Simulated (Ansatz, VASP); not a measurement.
# Cross-check of GaN between VASP and Ansatz

Wanted: the spread between two codes on one cell, functional and k mesh. The cell is taken from a series of runs on this material, whose earlier steps may have relaxed, scaled, displaced or heated it; both programs get it as it stands.

Program: Ansatz 0.2.0. Level of theory: plane waves, with VASP 6.6.1 beside it; HSE06 form with 40 % exact exchange, screening 0.2078 1/A with an exact-exchange share of 0.4. Results are calculated unless marked as measured.

## (1) Starting point

It takes space group P6_3mc (No. 186, hexagonal). Conventional cell: a = 3.190 Å, b = 3.190 Å, c = 5.189 Å, α = 90.00°, β = 90.00°, γ = 120.00°. Nearest to Ga lie 4 N at 1.95 Å. N has 4 Ga at 1.95 Å nearest. Farther neighbours and most contacts between anions are not listed.

Coordinates:

```cif
data_structure
_symmetry_space_group_name_H-M 'P6_3mc'
_symmetry_Int_Tables_number 186
_cell_length_a 3.1900
_cell_length_b 3.1900
_cell_length_c 5.1890
_cell_angle_alpha 90.000
_cell_angle_beta 90.000
_cell_angle_gamma 120.000
_cell_volume 45.73
loop_
_atom_site_label
_atom_site_type_symbol
_atom_site_symmetry_multiplicity
_atom_site_Wyckoff_symbol
_atom_site_fract_x
_atom_site_fract_y
_atom_site_fract_z
_atom_site_occupancy
Ga1 Ga 2 b 0.66667 0.33333 0.00000 1
N1 N 2 b 0.66667 0.33333 0.37500 1
```

## (2) VASP: G0W0 gap, HSE06 form with 40 % exact exchange, screening 0.2078 1/A with an exact-exchange share of 0.4

Quasiparticle shifts depend on high empty states and on the cores, so they are the hardest test of two PAW sets.

Lines of VASP's logs that name or quote its potential files are left out, and so is its time.

The run reads the wave functions of an earlier VASP run, which isn't shown here.

Contents of INCAR:

```
SYSTEM = GaN
PREC = Accurate
ENCUT = 450
ISMEAR = 0
SIGMA = 0.01
LREAL = .FALSE.
LHFCALC = .TRUE.
AEXX = 0.4
GGA = PE
HFSCREEN = 0.2078
LASPH = .TRUE.
NBANDS = 208
PRECFOCK = Fast
ALGO = EVGW0
NELMGW = 1
ENCUTGW = 150
NOMEGA = 64
NBANDSGW = 32
LWAVE = .FALSE.
LCHARG = .FALSE.
```

Contents of POSCAR:

```
GaN
1.0
    3.1900000000      0.0000000000      0.0000000000
   -1.5950000000      2.7626210381      0.0000000000
    0.0000000000      0.0000000000      5.1890000000
Ga N
2 2
Direct
    0.6666666667      0.3333333333      0.0000000000
    0.3333333333      0.6666666667      0.5000000000
    0.6666666667      0.3333333333      0.3750000000
    0.3333333333      0.6666666667      0.8750000000
```

Contents of KPOINTS:

```
Automatic mesh
0
Gamma
9 9 4
0 0 0
```

The projector-augmented-wave data sets are Ga_d_GW and N_GW (PBE family, release 64).

Command:

```
$ mpirun -np 16 vasp_std
```

Numbers of over 12 decimals in the logs are rounded to 6 here.

Log:

```text
[banner, memory and clock lines left out]
running   16 mpi-ranks, on    1 nodes
 distrk:  each k-point on   16 cores,    1 groups
 distr:  one band on    1 cores,   16 groups

 POSCAR found type information on POSCAR GaN
 POSCAR found :  2 types and       4 ions
|                                                                             |
|           W    W    AA    RRRRR   N    N  II  N    N   GGGG   !!!           |
|           W    W   A  A   R    R  NN   N  II  NN   N  G    G  !!!           |
|           W    W  A    A  R    R  N N  N  II  N N  N  G       !!!           |
|           W WW W  AAAAAA  RRRRR   N  N N  II  N  N N  G  GGG   !            |
|           WW  WW  A    A  R   R   N   NN  II  N   NN  G    G                |
|           W    W  A    A  R    R  N    N  II  N    N   GGGG   !!!           |
|                                                                             |
|     For optimal performance we recommend to set                             |
|       NCORE = 2 up to number-of-cores-per-socket                            |
|     NCORE specifies how many cores store one orbital (NPAR=cpu/NCORE).      |
|     This setting can greatly improve the performance of VASP for DFT.       |
|     The default, NCORE=1 might be grossly inefficient on modern             |
|     multi-core architectures or massively parallel machines. Do your        |
|     Unfortunately you need to use the default for GW and RPA                |
|     calculations (for HF NCORE is supported but not extensively tested      |
|     yet).                                                                   |
|                                                                             |

|                                                                             |
|           W    W    AA    RRRRR   N    N  II  N    N   GGGG   !!!           |
|           W    W   A  A   R    R  NN   N  II  NN   N  G    G  !!!           |
|           W    W  A    A  R    R  N N  N  II  N N  N  G       !!!           |
|           W WW W  AAAAAA  RRRRR   N  N N  II  N  N N  G  GGG   !            |
|           WW  WW  A    A  R   R   N   NN  II  N   NN  G    G                |
|           W    W  A    A  R    R  N    N  II  N    N   GGGG   !!!           |
|                                                                             |
|     The default for ENCUTGWSOFT is different in this version of VASP.       |
|     please manually set ENCUTGWSOFT =150 in the INCAR file.                 |
|                                                                             |

 LDA part: xc-table for (Slater+PW92), standard interpolation
 found WAVECAR, reading the header
 POSCAR, INCAR and KPOINTS ok, starting setup
 FFT: planning ... GRIDC
 FFT: planning ... GRID_SOFT
 FFT: planning ... GRID
 reading WAVECAR
 the WAVECAR file was read successfully
 initial charge from wavefunction
 available memory per node:     17.40 GB, setting MAXMEM to     17817

 The Fermi energy was updated, please check that it is located mid-gap
 values below the HOMO (VB) or above the LUMO (CB) will cause erroneous energies
 E-fermi :   5.7801

 calculate exact exchange contribution
 the WAVEDER file was read successfully
energies w=
    0.000    0.000    0.569    0.000    1.136    0.000    1.701    0.000
    2.262    0.000    2.818    0.000    3.369    0.000    3.914    0.000
    4.451    0.000    4.981    0.000    5.504    0.000    6.020    0.000
    6.529    0.000    7.030    0.000    7.526    0.000    8.016    0.000
    8.500    0.000    8.980    0.000    9.457    0.000    9.931    0.000
   10.403    0.000   10.875    0.000   11.346    0.000   11.820    0.000
   12.295    0.000   12.775    0.000   13.259    0.000   13.750    0.000
   14.249    0.000   14.758    0.000   15.278    0.000   15.811    0.000
   16.360    0.000   16.927    0.000   17.514    0.000   18.124    0.000
   18.761    0.000   19.428    0.000   20.129    0.000   20.870    0.000
   21.657    0.000   22.495    0.000   23.392    0.000   24.357    0.000
   25.403    0.000   26.540    0.000   27.785    0.000   29.158    0.000
   30.681    0.000   32.385    0.000   34.307    0.000   36.495    0.000
   39.012    0.000   41.941    0.000   45.393    0.000   49.528    0.000
   54.567    0.000   60.846    0.000   68.881    0.000   79.517    0.000
   94.245    0.000  115.948    0.000  151.048    0.000  217.301    0.000
 responsefunction array rank=     208
 LDA part: xc-table for (Slater+PW92), standard interpolation

 min. memory requirement per mpi rank    448.4 MB, per node   7173.8 MB

 allocating   4 responsefunctions rank=   208
 shmem allocating  64 responsefunctions rank=   208
 response function shared by NCSHMEM nodes    1
 Doing            4  frequencies on each core in blocks of           64
NQ=   1    0.0000    0.0000    0.0000,
|.........|.........|.........|.........|.........|.........|.........|.........
 performed       2695000 updates of chi_q(r,r)
 total number of BLAS operations        836.84 Gflops
NQ=   2    0.1111   -0.0000    0.0000,
|.........|.........|.........|.........|.........|.........|.........|.........
 performed       7227000 updates of chi_q(r,r)
 total number of BLAS operations       2132.07 Gflops
NQ=   3    0.2222    0.0000    0.0000,
|.........|.........|.........|.........|.........|.........|.........|.........
[...]
|.........|.........|.........|.........|.........|.........|.........|.........
 performed      37055000 updates of chi_q(r,r)
 total number of BLAS operations      10516.36 Gflops
NQ=   9    0.4444    0.1111    0.0000,
|.........|.........|.........|.........|.........|.........|.........|.........
 performed      41827000 updates of chi_q(r,r)
 total number of BLAS operations      12074.11 Gflops
NQ=  10    0.2222    0.2222    0.0000,
|.........|.........|.........|.........|.........|.........|.........|.........
 performed      46599000 updates of chi_q(r,r)
 total number of BLAS operations      13466.83 Gflops
NQ=  11    0.3333    0.2222    0.0000,
|.........|.........|.........|.........|.........|.........|.........|.........
 performed      52329000 updates of chi_q(r,r)
 total number of BLAS operations      15246.00 Gflops
NQ=  12    0.3333    0.3333    0.0000,
|.........|.........|.........|.........|.........|.........|.........|.........
 performed      55477000 updates of chi_q(r,r)
 total number of BLAS operations      16263.45 Gflops
NQ=  13    0.0000    0.0000    0.2500,
|.........|.........|.........|.........|.........|.........|.........|.........
 performed      58332000 updates of chi_q(r,r)
 total number of BLAS operations      17140.92 Gflops
NQ=  14    0.1111   -0.0000    0.2500,
|.........|.........|.........|.........|.........|.........|.........|.........
 performed      63423000 updates of chi_q(r,r)
 total number of BLAS operations      18642.48 Gflops
NQ=  15    0.2222    0.0000    0.2500,
|.........|.........|.........|.........|.........|.........|.........|.........
 performed      68514000 updates of chi_q(r,r)
 total number of BLAS operations      20097.48 Gflops
NQ=  16    0.3333   -0.0000    0.2500,
|.........|.........|.........|.........|.........|.........|.........|.........
 performed      73605000 updates of chi_q(r,r)
 total number of BLAS operations      21599.04 Gflops
NQ=  17    0.4444    0.0000    0.2500,
|.........|.........|.........|.........|.........|.........|.........|.........
 performed      78696000 updates of chi_q(r,r)
 total number of BLAS operations      23085.00 Gflops
NQ=  18    0.1111    0.1111    0.2500,
|.........|.........|.........|.........|.........|.........|.........|.........
 performed      84266000 updates of chi_q(r,r)
 total number of BLAS operations      24660.15 Gflops
NQ=  19    0.2222    0.1111    0.2500,
|.........|.........|.........|.........|.........|.........|.........|.........
 performed      90795000 updates of chi_q(r,r)
 total number of BLAS operations      26506.31 Gflops
NQ=  20    0.3333    0.1111    0.2500,
|.........|.........|.........|.........|.........|.........|.........|.........
 performed      97324000 updates of chi_q(r,r)
 total number of BLAS operations      28431.86 Gflops
NQ=  21    0.4444    0.1111    0.2500,
|.........|.........|.........|.........|.........|.........|.........|.........
 performed     102894000 updates of chi_q(r,r)
 total number of BLAS operations      30074.75 Gflops
NQ=  22    0.2222    0.2222    0.2500,
|.........|.........|.........|.........|.........|.........|.........|.........
 performed     108464000 updates of chi_q(r,r)
 total number of BLAS operations      31717.64 Gflops
NQ=  23    0.3333    0.2222    0.2500,
|.........|.........|.........|.........|.........|.........|.........|.........
 performed     114993000 updates of chi_q(r,r)
 total number of BLAS operations      33663.31 Gflops
NQ=  24    0.3333    0.3333    0.2500,
|.........|.........|.........|.........|.........|.........|.........|.........
 performed     118433000 updates of chi_q(r,r)
 total number of BLAS operations      34710.02 Gflops
NQ=  25    0.0000    0.0000    0.5000,
|.........|.........|.........|.........|.........|.........|.........|.........
 performed     121128000 updates of chi_q(r,r)
 total number of BLAS operations      35488.45 Gflops
NQ=  26    0.1111   -0.0000    0.5000,
|.........|.........|.........|.........|.........|.........|.........|.........
 performed     125660000 updates of chi_q(r,r)
 total number of BLAS operations      36825.12 Gflops
NQ=  27    0.2222    0.0000    0.5000,
|.........|.........|.........|.........|.........|.........|.........|.........
 performed     130192000 updates of chi_q(r,r)
 total number of BLAS operations      38106.68 Gflops
NQ=  28    0.3333   -0.0000    0.5000,
|.........|.........|.........|.........|.........|.........|.........|.........
 performed     134724000 updates of chi_q(r,r)
 total number of BLAS operations      39528.20 Gflops
NQ=  29    0.4444    0.0000    0.5000,
|.........|.........|.........|.........|.........|.........|.........|.........
 performed     139256000 updates of chi_q(r,r)
 total number of BLAS operations      40864.87 Gflops
NQ=  30    0.1111    0.1111    0.5000,
|.........|.........|.........|.........|.........|.........|.........|.........
 performed     144028000 updates of chi_q(r,r)
 total number of BLAS operations      42243.04 Gflops
NQ=  31    0.2222    0.1111    0.5000,
|.........|.........|.........|.........|.........|.........|.........|.........
 performed     149758000 updates of chi_q(r,r)
 total number of BLAS operations      43933.05 Gflops
NQ=  32    0.3333    0.1111    0.5000,
|.........|.........|.........|.........|.........|.........|.........|.........
 performed     155488000 updates of chi_q(r,r)
 total number of BLAS operations      45623.05 Gflops
NQ=  33    0.4444    0.1111    0.5000,
|.........|.........|.........|.........|.........|.........|.........|.........
 performed     160260000 updates of chi_q(r,r)
 total number of BLAS operations      47001.22 Gflops
NQ=  34    0.2222    0.2222    0.5000,
|.........|.........|.........|.........|.........|.........|.........|.........
 performed     165032000 updates of chi_q(r,r)
 total number of BLAS operations      48438.03 Gflops
NQ=  35    0.3333    0.2222    0.5000,
|.........|.........|.........|.........|.........|.........|.........|.........
 performed     170762000 updates of chi_q(r,r)
 total number of BLAS operations      50128.03 Gflops
NQ=  36    0.3333    0.3333    0.5000,
|.........|.........|.........|.........|.........|.........|.........|.........
 performed     173910000 updates of chi_q(r,r)
 total number of BLAS operations      50999.30 Gflops
 resolving degeneracies of screened two electron integrals

 calculate QP shifts <psi_nk| G(iteration)W_0 |psi_nk>: iteration 1
 entering main loop
```

OUTCAR, selected parts (step 2):

```text
ion  position               nearest neighbor table
   1  0.667  0.333  0.000-   3 1.95   4 1.95   4 1.95   4 1.95
   2  0.333  0.667  0.500-   4 1.95   3 1.95   3 1.95   3 1.95
   3  0.667  0.333  0.375-   1 1.95   2 1.95   2 1.95   2 1.95
   4  0.333  0.667  0.875-   2 1.95   1 1.95   1 1.95   1 1.95

  LATTYP: Found a hexagonal cell.
 ALAT       =     3.1900000000
 C/A-ratio  =     1.6266457680

 Subroutine GETGRP returns: Found 12 space group operations
 (whereof  6 operations were pure point group operations)

The static configuration has the point symmetry C_3v.
 The point group associated with its full space group is C_6v.

 Found     36 irreducible k-points:

   k-points           NKPTS =     36   k-points in BZ     NKDIM =    324   number of bands    NBANDS=    208

   dimension x,y,z NGX =    24 NGY =   24 NGZ =   36
   dimension x,y,z NGXF=    48 NGYF=   48 NGZF=   72

   ENCUT  =  450.0 eV  33.07 Ry    5.75 a.u.   5.52  5.52  8.98*2*pi/ulx,y,z

   NELECT =      36.0000    total number of electrons

  energy-cutoff  :      450.00
  volume of cell :       45.73
      direct lattice vectors                 reciprocal lattice vectors
     3.190000000  0.000000000  0.000000000     0.313479624  0.180987545  0.000000000
    -1.595000000  2.762621038  0.000000000     0.000000000  0.361975090  0.000000000
     0.000000000  0.000000000  5.189000000     0.000000000  0.000000000  0.192715359

 k-points in reciprocal lattice and weights: Automatic mesh
   0.00000000  0.00000000  0.00000000       0.003
   0.11111111 -0.00000000  0.00000000       0.019
   0.22222222  0.00000000  0.00000000       0.019
   0.33333333 -0.00000000  0.00000000       0.019
   0.44444444  0.00000000  0.00000000       0.019
   0.11111111  0.11111111  0.00000000       0.019
   0.22222222  0.11111111  0.00000000       0.037
   0.33333333  0.11111111  0.00000000       0.037
   0.44444444  0.11111111  0.00000000       0.019
[...]
0.33333333  0.22222222  0.50000000       0.037
   0.33333333  0.33333333  0.50000000       0.006

 E-fermi :   5.7801

 QP shifts <psi_nk| G(iteration)W_0 |psi_nk>: iteration 1
 for sc-GW calculations column KS-energies equals QP-energies in previous step
 and V_xc(KS)=  KS-energies - (<T + V_ion + V_H > + <T+V_H+V_ion>^1  + <V_x>^1)
 k-point   1 :       0.0000    0.0000    0.0000
  band No.  KS-energies  QP-energies   sigma(KS)   V_xc(KS)     V^pw_x(r,r')   Z            occupation Imag(sigma)
    ...
     15       2.6158       2.8481     -17.9313     -18.2176     -20.7450       0.8115       2.0000       0.0472
     16       3.7308       4.0140     -18.5418     -18.8893     -21.1993       0.8150       2.0000       0.0438
     17       3.7933       4.0643     -18.6255     -18.9581     -21.2881       0.8147       2.0000       0.0440
     18       3.7933       4.0643     -18.6255     -18.9581     -21.2881       0.8147       2.0000       0.0440
     19       7.7670       8.0614     -11.9081     -12.2571      -8.3956       0.8439       0.0000      -0.0404
     20      10.3698      10.6360     -10.9206     -11.2346      -6.8833       0.8476       0.0000      -0.0517
     21      15.8051      15.9036     -12.3420     -12.4654      -7.2301       0.7982       0.0000      -0.0894
     22      16.1986      16.2977      -9.7728      -9.8909      -5.1029       0.8394       0.0000      -0.0721
    ...

 k-point   2 :       0.1111   -0.0000    0.0000
  band No.  KS-energies  QP-energies   sigma(KS)   V_xc(KS)     V^pw_x(r,r')   Z            occupation Imag(sigma)
    ...
     15       2.3383       2.5611     -17.7319     -18.0070     -20.5725       0.8101       2.0000       0.0481
     16       2.8277       3.0582     -17.9148     -18.1984     -20.5614       0.8129       2.0000       0.0452
     17       3.5926       3.8695     -18.4481     -18.7880     -21.1225       0.8145       2.0000       0.0441
     18       3.6716       3.9374     -18.5542     -18.8806     -21.2377       0.8144       2.0000       0.0444
     19       8.6275       8.9556     -12.4419     -12.8337      -8.9426       0.8374       0.0000      -0.0399
     20      11.1402      11.4240     -11.3191     -11.6563      -7.2108       0.8414       0.0000      -0.0535
     21      15.1263      15.2358     -10.4059     -10.5378      -5.7194       0.8298       0.0000      -0.0733
     22      15.5866      15.6881     -11.2158     -11.3401      -6.3876       0.8164       0.0000      -0.0801
    ...

 k-point   3 :       0.2222    0.0000    0.0000
  band No.  KS-energies  QP-energies   sigma(KS)   V_xc(KS)     V^pw_x(r,r')   Z            occupation Imag(sigma)
    ...
     15       1.0959       1.3195     -17.3285     -17.6061     -20.3087       0.8056       2.0000       0.0553
     16       1.7255       1.9327     -17.3394     -17.5959     -20.2478       0.8075       2.0000       0.0507
     17       3.1465       3.4036     -18.1195     -18.4358     -20.8353       0.8127       2.0000       0.0451
     18       3.3442       3.5960     -18.3499     -18.6598     -21.0797       0.8127       2.0000       0.0454
     19      10.0055      10.3106     -12.3316     -12.6974      -8.5175       0.8342       0.0000      -0.0462
     20      12.1128      12.3588     -10.8905     -11.1826      -6.6371       0.8422       0.0000      -0.0574
     21      13.8519      14.0074     -10.8565     -11.0443      -6.3345       0.8279       0.0000      -0.0675
     22      14.8978      15.0478     -11.0250     -11.2066      -6.4486       0.8265       0.0000      -0.0710
    ...

 k-point   4 :       0.3333   -0.0000    0.0000
  band No.  KS-energies  QP-energies   sigma(KS)   V_xc(KS)     V^pw_x(r,r')   Z            occupation Imag(sigma)
    ...
     15      -0.5362      -0.2975     -16.7586     -17.0585     -20.0809       0.7961       2.0000       0.0686
     16       1.1251       1.3235     -16.9944     -17.2410     -19.9739       0.8046       2.0000       0.0538
     17       2.3758       2.6000     -17.5150     -17.7915     -20.2842       0.8107       2.0000       0.0470
     18       2.9666       3.2068     -18.1203     -18.4163     -20.8959       0.8114       2.0000       0.0465
     19      10.8788      11.0921     -11.0436     -11.2975      -7.0159       0.8400       0.0000      -0.0528
     20      11.8783      12.1171     -10.7433     -11.0263      -6.5517       0.8439       0.0000      -0.0565
     21      12.7347      12.9002     -10.6586     -10.8568      -6.4552       0.8355       0.0000      -0.0607
     22      14.9956      15.2190     -12.1770     -12.4511      -7.3741       0.8149       0.0000      -0.0738
    ...

[... 4 further parts left out ...]
```

(Continued in part 2 of 2.)

[Lines on the potential files, build, host, timing and source positions are cut from VASP's logs without a mark.]

[Logs are printed without paths, hosts, clocks, repeated set-up lines and the standing remarks that a program may print on its own settings, such as how far it seeks lower states.]

[Hosts, paths, dates, database ids (printed as entryN), source tags and the programs' standing remarks are cut or masked in the printed files.]
